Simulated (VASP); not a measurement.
# LiMo (P-6m2) in VASP: reference runs

Aim: a first look at LiMo with PBE, on the cell as given.

All numbers are computed with VASP 6.6.1; they aren't measurements. Logs are shortened: lines on timing, memory, paths and dates and some standing lists are left out, and cuts for length are marked.

## 1. The structure

The structure is hexagonal, space group P-6m2 (No. 187). The conventional cell has a = 2.673 Å, b = 2.673 Å, c = 5.005 Å, α = 90.00°, β = 90.00°, γ = 120.00°. Around Li (site symmetry -6m2) lie 6 Li at 2.67 Å and 6 Mo at 2.94 Å. Mo (site symmetry -6m2) has 6 Mo at 2.67 Å and 6 Li at 2.94 Å as nearest neighbours.

The cell was built by a generator and needn't be a form met in nature.

## 2. Single point, PBE

Contents of INCAR:

```
SYSTEM = LiMo
PREC = Accurate
ENCUT = 520
EDIFF = 1E-7
ISMEAR = -1
SIGMA = 0.05
LREAL = .FALSE.
LASPH = .TRUE.
NELM = 80
ALGO = Normal
ISIF = 2
LWAVE = .FALSE.
LCHARG = .FALSE.
GGA = PE
NBANDS = 16
```

Contents of KPOINTS:

```
Automatic mesh
0
G
  11 11 6
  0 0 0
```

Contents of POSCAR:

```
LiMo
1.0
    2.6734600000      0.0000000000      0.0000000000
   -1.3367300000      2.3152800000      0.0000000000
    0.0000000000      0.0000000000      5.0047100000
Li Mo
1 1
Direct
    0.0000000000      0.0000000000      0.0000000000
    0.3333300000      0.6666700000      0.5000000000
```

Potentials or basis: VASP PAW PBE potentials, release 64 (Li_sv, Mo_sv).

On the command line:

```bash
$ cat potpaw_PBE.64/Li_sv/POTCAR potpaw_PBE.64/Mo_sv/POTCAR > POTCAR
$ mpirun -np 1 vasp_std > vasp.out
```

OUTCAR:

```text
SYSTEM = LiMo
   PREC = Accurate
   ENCUT = 520
   EDIFF = 1E-7
   ISMEAR = -1
   LREAL = .FALSE.
   LASPH = .TRUE.
   NELM = 80
   ISIF = 2
   GGA = PE

 ion  position               nearest neighbor table
   1  0.000  0.000  0.000-   2 2.94   2 2.94   2 2.94   2 2.94   2 2.94   2 2.94
   2  0.333  0.667  0.500-   1 2.94   1 2.94   1 2.94   1 2.94   1 2.94   1 2.94

  LATTYP: Found a hexagonal cell.
 ALAT       =     2.6734600000
 C/A-ratio  =     1.8719973368

  Lattice vectors:

 A1 = (   2.6734600000,   0.0000000000,   0.0000000000)
 A2 = (  -1.3367300000,   2.3152800000,   0.0000000000)
 A3 = (   0.0000000000,   0.0000000000,   5.0047100000)

Analysis of symmetry for initial positions (statically):
=====================================================================
 Subroutine PRICEL returns:
 Original cell was already a primitive cell.

 Routine SETGRP: Setting up the symmetry group for a
 hexagonal supercell.

 Subroutine GETGRP returns: Found  4 space group operations
 (whereof  4 operations were pure point group operations)
 out of a pool of 24 trial point group operations.

The static configuration has the point symmetry C_2v.

Analysis of symmetry for dynamics (positions and initial velocities):
=====================================================================
 Subroutine PRICEL returns:
 Original cell was already a primitive cell.

 Routine SETGRP: Setting up the symmetry group for a
 hexagonal supercell.

 Subroutine GETGRP returns: Found  4 space group operations
 (whereof  4 operations were pure point group operations)
 out of a pool of 24 trial point group operations.

The dynamic configuration has the point symmetry C_2v.

 Subroutine INISYM returns: Found  4 space group operations
 (whereof  4 operations are pure point group operations),
 and found     1 'primitive' translations

----------------------------------------------------------------------------------------

                                     Primitive cell

  volume of cell :      30.9782

  direct lattice vectors                    reciprocal lattice vectors
     2.673460000  0.000000000  0.000000000     0.374047115  0.215956601  0.000000000
    -1.336730000  2.315280000  0.000000000     0.000000000  0.431913203  0.000000000
     0.000000000  0.000000000  5.004710000     0.000000000  0.000000000  0.199811777

  length of vectors
     2.673460000  2.673456297  5.004710000     0.431912604  0.431913203  0.199811777

  position of ions in fractional coordinates (direct lattice)
     0.000000000  0.000000000  0.000000000
     0.333330000  0.666670000  0.500000000

  ion indices of the primitive-cell ions
   primitive index   ion index
                 1           1
                 2           2

----------------------------------------------------------------------------------------

 KPOINTS: Automatic mesh

Automatic generation of k-mesh.
 Grid dimensions read from file:
 generate k-points for:   11   11    6

 Generating k-lattice:

  Cartesian coordinates                     Fractional coordinates (reciprocal lattice)
     0.034004283  0.019632418  0.000000000     0.090909091  0.000000000  0.000000000
     0.000000000  0.039264837  0.000000000     0.000000000  0.090909091  0.000000000
     0.000000000  0.000000000  0.033301963     0.000000000  0.000000000  0.166666667

  Length of vectors
     0.039264782  0.039264837  0.033301963

  Shift w.r.t. Gamma in fractional coordinates (k-lattice)
     0.000000000  0.000000000  0.000000000

 Subroutine IBZKPT returns following result:
 ===========================================

 Found    144 irreducible k-points:

 Following reciprocal coordinates:
            Coordinates               Weight
  0.000000  0.000000  0.000000      1.000000
  0.090909  0.000000  0.000000      4.000000
 -0.090909  0.090909  0.000000      2.000000
  0.181818  0.000000  0.000000      4.000000
 -0.181818  0.181818  0.000000      2.000000
  0.272727 -0.000000  0.000000      4.000000
[... 16 lines left out ...]
  0.454545  0.090909  0.000000      4.000000
  0.454545  0.454545  0.000000      2.000000
 [... further k-points ...]
   k-points           NKPTS =    144   k-points in BZ     NKDIM =    144   number of bands    NBANDS=     16
   number of dos      NEDOS =    301   number of ions     NIONS =      2
   total plane-waves  NPLWV =  16000
   dimension x,y,z NGX =    20 NGY =   20 NGZ =   40
   dimension x,y,z NGXF=    40 NGYF=   40 NGZF=   80
   ions per type =               1   1
   NGX,Y,Z   is equivalent  to a cutoff of  12.44, 12.44, 13.29 a.u.
   NGXF,Y,Z  is equivalent  to a cutoff of  24.87, 24.87, 26.57 a.u.
 SYSTEM =  LiMo
   PREC   = accura    normal or accurate (medium, high low for compatibility)
   ISTART =      0    job   : 0-new  1-cont  2-samecut
   ICHARG =      2    charge: 1-file 2-atom 10-const
   ISPIN  =      1    spin polarized calculation?
   LNONCOLLINEAR =      F non collinear calculations
   LSORBIT =      F    spin-orbit coupling
   LASPH  =      T    aspherical Exc in radial PAW
   ENCUT  =  520.0 eV  38.22 Ry    6.18 a.u.   4.97  4.97  9.31*2*pi/ulx,y,z
   NELM   =     80;   NELMIN=  2; NELMDL= -5     # of ELM steps
   EDIFF  = 0.1E-06   stopping-criterion for ELM
   LREAL  =      F    real-space projection
   EDIFFG = 0.1E-05   stopping-criterion for IOM
   NSW    =      0    number of steps for IOM
   IBRION =     -1    ionic relax: 0-MD 1-quasi-New 2-CG
   NFREE  =      0    steps in history (QN), initial steepest desc. (CG)
   ISIF   =      2    stress and relaxation
   ISYM   =      2    0-nonsym 1-usesym 2-fastsym
   POTIM  = 0.5000    time-step for ionic-motion
   TEBEG  =    0.0;   TEEND  =   0.0 temperature during run
   PSTRESS=    0.0 pullay stress
   NELECT =      17.0000    total number of electrons
   NUPDOWN=      -1.0000    fix difference up-down
   EMIN   =  10.00;   EMAX   =-10.00  energy-range for DOS
   EFERMI =   0.00;   METHOD = LEGACY
   ISMEAR =    -1;   SIGMA  =   0.05  broadening in eV -4-tet -1-fermi 0-gaus
   EFERMI_NEDOS =   21; number of points for ismear=-14 and -15
   IALGO  =     38    algorithm
   IMIX   =      4    mixing-type and parameters
     AMIX     =   0.40;   BMIX     =  1.00
     AMIX_MAG =   1.60;   BMIX_MAG =  1.00
  volume/ion in A,a.u.               =      15.49       104.53
  Fermi-wavevector in a.u.,A,eV,Ry     =   1.340312  2.532822 24.441983  1.796435
  Thomas-Fermi vector in A             =   2.468634
   LORBIT       =      0    0 simple, 1 ext, 2 COOP (PROOUT), +10 PAW based schemes
   GGA     = PE    functional components
   LHFCALC =     F    Hartree Fock is set to
   AEXX    =    0.0000 exact exchange contribution
   IVDW    =     0    specifies the selected vdW correction
   LEPSILON=     F    determine dielectric tensor
   LRPA    =     F    only Hartree local field effects (RPA)
 non-spin polarized calculation
  energy-cutoff  :      520.00
  volume of cell :       30.98
 maximum number of plane-waves:       854
   NGX =  9   NGY =  9   NGZ = 19

 number of electron      17.0000012 magnetization

 Free energy of the ion-electron system (eV)
  ---------------------------------------------------
  ext. energy  EPLUGINS =         0.00000000
  ---------------------------------------------------
  free energy    TOTEN  =       -11.94409913 eV

  energy without entropy =      -11.92447982  energy(sigma->0) =      -11.93428947

 E-fermi :   6.5381     XC(G=0): -10.6882

 val. band max:        6.5179470070   @ k =   0.2727   0.2727   0.1667
 cond. band min:       6.5523082373   @ k =  -0.3636   0.2727   0.0000
 fundamental gap:      0.0343612303
 Fermi energy:         6.5380979814

 k-point     1 :       0.0000    0.0000    0.0000
  band No.  band energies     occupation
      1     -54.2208      2.00000
      2     -38.7527      2.00000
      3     -28.3443      2.00000
      4     -27.3575      2.00000
      5     -27.3574      2.00000
      6       1.1102      2.00000
[... 8 lines left out ...]
     15      21.5639      0.00000
     16      24.7150      0.00000

 k-point     2 :       0.0909    0.0000    0.0000
  band No.  band energies     occupation
      1     -54.1989      2.00000
      2     -38.7484      2.00000
      3     -28.3240      2.00000
      4     -27.4945      2.00000
      5     -27.3882      2.00000
      6       1.4414      2.00000
[... 8 lines left out ...]
     15      22.0575      0.00000
     16      23.2278      0.00000

 k-point     3 :      -0.0909    0.0909    0.0000
  band No.  band energies     occupation
      1     -54.1989      2.00000
      2     -38.7484      2.00000
      3     -28.3240      2.00000
      4     -27.4945      2.00000
      5     -27.3882      2.00000
      6       1.4414      2.00000
[... 8 lines left out ...]
     15      22.0575      0.00000
     16      23.2278      0.00000

 k-point     4 :       0.1818    0.0000    0.0000
  band No.  band energies     occupation
      1     -54.1396      2.00000
      2     -38.7370      2.00000
      3     -28.2692      2.00000
      4     -27.8537      2.00000
      5     -27.4697      2.00000
      6       2.2478      2.00000
[... 8 lines left out ...]
     15      22.2103      0.00000
     16      22.8211      0.00000

 k-point     5 :      -0.1818    0.1818    0.0000
  band No.  band energies     occupation
      1     -54.1396      2.00000
      2     -38.7370      2.00000
      3     -28.2692      2.00000
      4     -27.8537      2.00000
      5     -27.4697      2.00000
      6       2.2478      2.00000
[... 8 lines left out ...]
     15      22.2103      0.00000
     16      22.8211      0.00000

 k-point     6 :       0.2727   -0.0000    0.0000
  band No.  band energies     occupation
      1     -54.0609      2.00000
      2     -38.7220      2.00000
      3     -28.3070      2.00000
      4     -28.1967      2.00000
      5     -27.5749      2.00000
      6       2.8742      2.00000
[... 8 lines left out ...]
     15      20.8963      0.00000
     16      21.2008      0.00000

 k-point     7 :      -0.2727    0.2727    0.0000
  band No.  band energies     occupation
      1     -54.0609      2.00000
      2     -38.7220      2.00000
      3     -28.3070      2.00000
      4     -28.1967      2.00000
      5     -27.5749      2.00000
      6       2.8742      2.00000
[... 8 lines left out ...]
     15      20.8963      0.00000
     16      21.2008      0.00000

 k-point     8 :       0.3636   -0.0000    0.0000
  band No.  band energies     occupation
      1     -53.9875      2.00000
      2     -38.7083      2.00000
      3     -28.7085      2.00000
      4     -28.1293      2.00000
      5     -27.6699      2.00000
      6       2.6474      2.00000
[... 8 lines left out ...]
     15      19.3529      0.00000
     16      19.9120      0.00000

 k-point     9 :      -0.3636    0.3636    0.0000
  band No.  band energies     occupation
      1     -53.9875      2.00000
      2     -38.7083      2.00000
      3     -28.7085      2.00000
      4     -28.1293      2.00000
      5     -27.6699      2.00000
      6       2.6474      2.00000
[... 8 lines left out ...]
     15      19.3529      0.00000
     16      19.9120      0.00000
[... 172 lines left out ...]
 k-point    19 :      -0.3636    0.2727    0.0000
  band No.  band energies     occupation
      1     -54.0130      2.00000
      2     -38.7130      2.00000
      3     -28.5222      2.00000
      4     -28.1527      2.00000
      5     -27.6925      2.00000
      6       3.1871      2.00000
[... 8 lines left out ...]
     15      19.5462      0.00000
     16      20.4367      0.00000

 k-point    20 :       0.3636    0.0909    0.0000
  band No.  band energies     occupation
      1     -53.9541      2.00000
      2     -38.7021      2.00000
      3     -28.8220      2.00000
      4     -28.0986      2.00000
      5     -27.7858      2.00000
      6       2.8278      2.00000
[... 8 lines left out ...]
     15      18.7564      0.00000
     16      18.8494      0.00000

 k-point    21 :      -0.0909    0.4545    0.0000
  band No.  band energies     occupation
      1     -53.9541      2.00000
      2     -38.7021      2.00000
      3     -28.8220      2.00000
      4     -28.0986      2.00000
      5     -27.7857      2.00000
      6       2.8278      2.00000
[... 8 lines left out ...]
     15      18.7564      0.00000
     16      18.8494      0.00000

 k-point    22 :      -0.4545    0.3636    0.0000
  band No.  band energies     occupation
      1     -53.9541      2.00000
      2     -38.7021      2.00000
      3     -28.8220      2.00000
      4     -28.0986      2.00000
      5     -27.7858      2.00000
      6       2.8278      2.00000
[... 8 lines left out ...]
     15      18.7563      0.00000
     16      18.8494      0.00000

 k-point    23 :       0.4545    0.0909    0.0000
  band No.  band energies     occupation
      1     -53.9319      2.00000
      2     -38.6980      2.00000
      3     -28.9321      2.00000
      4     -28.0784      2.00000
      5     -27.8202      2.00000
      6       2.6678      2.00000
[... 8 lines left out ...]
     15      17.9400      0.00000
     16      18.6269      0.00000

 k-point    24 :       0.4545    0.4545    0.0000
  band No.  band energies     occupation
      1     -53.9319      2.00000
      2     -38.6980      2.00000
      3     -28.9321      2.00000
      4     -28.0784      2.00000
      5     -27.8202      2.00000
      6       2.6678      2.00000
[... 8 lines left out ...]
     15      17.9399      0.00000
     16      18.6270      0.00000

 [... further k-points ...]

------------------------ aborting loop because EDIFF is reached ----------------------------------------

  FORCE on cell =-STRESS in cart. coord.  units (eV):
  Direction    XX          YY          ZZ          XY          YZ          ZX
  --------------------------------------------------------------------------------------
  -------------------------------------------------------------------------------------
  Total        0.2983247      0.2982535      0.0190878     -0.0000607      0.0000000      0.0000000
  in kB       15.4292088     15.4255255      0.9872121     -0.0031405      0.0000000      0.0000000
  external PRESSURE =      10.6139822 kB  Pullay stress =       0.0000000 kB

 VOLUME and BASIS-vectors are now :
 -----------------------------------------------------------------------------
  energy-cutoff  :      520.00
  volume of cell :       30.98
      direct lattice vectors                 reciprocal lattice vectors
     2.673460000  0.000000000  0.000000000     0.374047115  0.215956601  0.000000000
    -1.336730000  2.315280000  0.000000000     0.000000000  0.431913203  0.000000000
     0.000000000  0.000000000  5.004710000     0.000000000  0.000000000  0.199811777

 POSITION                                       TOTAL-FORCE (eV/Angst)
 -----------------------------------------------------------------------------------
      0.00000      0.00000      0.00000        -0.000005      0.000003      0.000000
     -0.00001      1.54353      2.50236         0.000005     -0.000003      0.000000
 -----------------------------------------------------------------------------------
    total drift:                               -0.000001     -0.000002      0.000000

  FREE ENERGIE OF THE ION-ELECTRON SYSTEM (eV)
  ---------------------------------------------------
  free  energy   TOTEN  =       -11.9440991258 eV

  energy  without entropy=      -11.9244798201  energy(sigma->0) =      -11.93428947
```

It took 35 s on 1 thread of Intel Xeon Platinum 8488C (Sapphire Rapids), shared host; peak memory 0.19 GiB.

Results:

| Item | Value |
| --- | --- |
| Free energy | -11.9441 eV |
| Band gap on the k mesh | none (metal or under the smearing width) |

Caveat: the cutoff is under 1.25 times the usual one of these potentials, so pressure, stress and relaxed cells hold a basis-set (Pulay) error.
